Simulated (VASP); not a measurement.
P2S:

```
CELL_PARAMETERS angstrom
4.39328 0.00000 0.00000
0.00000 4.39328 0.00000
0.00000 0.00000 6.37624
ATOMIC_POSITIONS crystal
P 0.00000 0.50000 0.30177
P 0.00000 0.50000 0.80177
P 0.50000 0.00000 0.69823
P 0.50000 0.00000 0.19823
S 0.00000 0.00000 0.00000
S 0.50000 0.50000 0.50000
```

The cell was built by a generator and needn't be a form met in nature.

The cell isn't the ideal one: species swapped into the ZrO2 type (P4_2/nmc, No. 137).

* Program: VASP 6.6.1
* Task: relaxation of cell and atoms
* Functional: PBE
* Potentials or basis: VASP PAW PBE potentials, release 64 (P, S)
* Cutoff: 600 eV
* k mesh: 4 × 4 × 4
* Occupations: gaussian, width 0.1 eV
* Spin: no spin polarisation

At the start: pressure -7.8 GPa; volume 20.51 Å³/atom.

Question: Where does the relaxation end?

Answer: Over 36 steps the energy falls by 569.1 meV/atom and the volume is 17.05 Å³/atom (-16.9 %); space group P4_2/nmc (No. 137, to 0.05 Å).

Step by step:
| step | energy change (eV) | largest force (eV/Å) | pressure (GPa) | volume (Å³) |
| --- | --- | --- | --- | --- |
| 1 | 0.0000 | 0.4523 | -7.78 | 123.07 |
| 2 | -0.5239 | 0.3303 | -0.35 | 106.16 |
| 3 | -0.5263 | 0.3166 | 0.32 | 105.10 |
| 4 | -0.5475 | 0.2958 | 0.38 | 105.31 |
| 5 | -0.6029 | 0.1962 | 0.47 | 105.94 |
| 6 | -0.6597 | 0.0076 | 0.99 | 107.19 |
| 7 | -0.6609 | 0.1155 | 1.36 | 107.72 |
| 8 | -0.6667 | 0.1423 | -0.64 | 111.83 |
| 9 | -0.6701 | 0.1331 | 0.10 | 110.23 |
| 10 | -0.6868 | 0.1800 | -0.13 | 110.62 |
| 11 | -0.7949 | 0.3044 | -0.66 | 111.72 |
| 12 | -1.1709 | 0.3298 | -2.17 | 113.68 |
| 13 | -2.0931 | 0.1645 | -5.17 | 116.73 |
| 14 | -2.7458 | 0.3863 | -9.49 | 119.51 |
| 15 | -2.6977 | 0.3191 | -8.90 | 119.03 |
| 16 | -2.7352 | 0.3593 | -9.15 | 119.20 |
| 17 | -2.7359 | 0.3600 | -9.16 | 119.22 |
| 18 | -2.7376 | 0.3617 | -9.19 | 119.26 |
| 19 | -2.7405 | 0.3641 | -9.24 | 119.34 |
| 20 | -2.7440 | 0.3652 | -9.34 | 119.49 |
| 21 | -2.7478 | 0.3645 | -9.32 | 119.43 |
| 22 | -2.7589 | 0.3627 | -9.26 | 119.26 |
| 23 | -2.7809 | 0.3591 | -9.14 | 118.90 |
| 24 | -2.8241 | 0.3516 | -8.90 | 118.20 |
| 25 | -2.9064 | 0.3366 | -8.39 | 116.80 |
| 26 | -3.0545 | 0.3053 | -7.28 | 114.04 |
| 27 | -3.2777 | 0.2400 | -4.60 | 108.64 |
| 28 | -3.3699 | 0.1181 | 2.86 | 98.32 |
| 29 | -3.3980 | 0.1580 | -0.04 | 101.75 |
| 30 | -3.3981 | 0.1541 | 0.23 | 101.42 |
| 31 | -3.3992 | 0.1504 | 0.22 | 101.45 |
| 32 | -3.4022 | 0.1400 | 0.18 | 101.56 |
| 33 | -3.4071 | 0.1179 | 0.10 | 101.78 |
| 34 | -3.4126 | 0.0663 | -0.04 | 102.21 |
| 35 | -3.4132 | 0.0376 | -0.11 | 102.41 |
| 36 | -3.4146 | 0.0074 | 0.01 | 102.27 |

Final structure:
```
P S
1.0
     3.44146    0.00000    0.00000
     0.00000    3.44146    0.00000
     0.00000    0.00000    8.63536
P S
4 2
Direct
  0.00000 0.50000 0.29733
  0.00000 0.50000 0.79733
  0.50000 0.00000 0.70267
  0.50000 0.00000 0.20267
  0.00000 0.00000 0.00000
  0.50000 0.50000 0.50000
```

Caveat: the volume moved by over 15 % at a fixed basis, so the end points are rough.
